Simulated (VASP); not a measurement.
Here is a VASP 6.6.1 calculation.

POSCAR

```
GeH3CBrF2
1.0
   13.0000000000      0.0000000000      0.0000000000
    0.0000000000     13.0000000000      0.0000000000
    0.0000000000      0.0000000000     13.0000000000
C Ge F Br H
1 1 2 1 3
Direct
    0.4506846200      0.4261038500      0.5794807700
    0.5048846200      0.5020423100      0.4651653800
    0.6282384600      0.5432346200      0.4898576900
    0.5172692300      0.4246730800      0.3584730800
    0.4122384600      0.6422884600      0.4168576900
    0.3737615400      0.3987423100      0.5606269200
    0.4473000000      0.4759500000      0.6467576900
    0.5012000000      0.3609423100      0.5947653800
```

Contents of INCAR.step1:

```
ALGO = Normal
EDIFF = 1E-5
ENCUT = 520
GGA = PE
ISIF = 2
ISMEAR = 0
LASPH = T
LCHARG = F
LREAL = F
LWAVE = T
NELM = 80
PREC = Accurate
SIGMA = 0.01
```

Contents of INCAR.step2:

```
ALGO = Normal
EDIFF = 1E-6
ENCUT = 520
GGA = PE
HFSCREEN = 0.2
ISIF = 2
ISMEAR = 0
ISTART = 1
LASPH = T
LCHARG = F
LHFCALC = T
LREAL = F
LWAVE = F
NELM = 80
PREC = Accurate
PRECFOCK = Fast
SIGMA = 0.01
```

Contents of KPOINTS:

```
k-points
0
Gamma
  1 1 1
```

Potentials or basis: VASP PAW PBE potentials, release 64 (C, Ge_d, F, Br, H).

The run is started by

```bash
$ cat potpaw_PBE.64/C/POTCAR potpaw_PBE.64/Ge_d/POTCAR potpaw_PBE.64/F/POTCAR potpaw_PBE.64/Br/POTCAR potpaw_PBE.64/H/POTCAR > POTCAR
$ cp INCAR.step1 INCAR
$ mpirun -np 1 vasp_gam > vasp.out
$ cp INCAR.step2 INCAR
$ mpirun -np 1 vasp_gam > vasp.out
```

(1) Predict the largest force.

(2) What does it give for the gap between the frontier levels?

## Answers

(1) 0.183 eV/Å.

(2) 7.03 eV.

Caveat: the PAW data sets were made with another functional, which shifts forces and pressure a little.
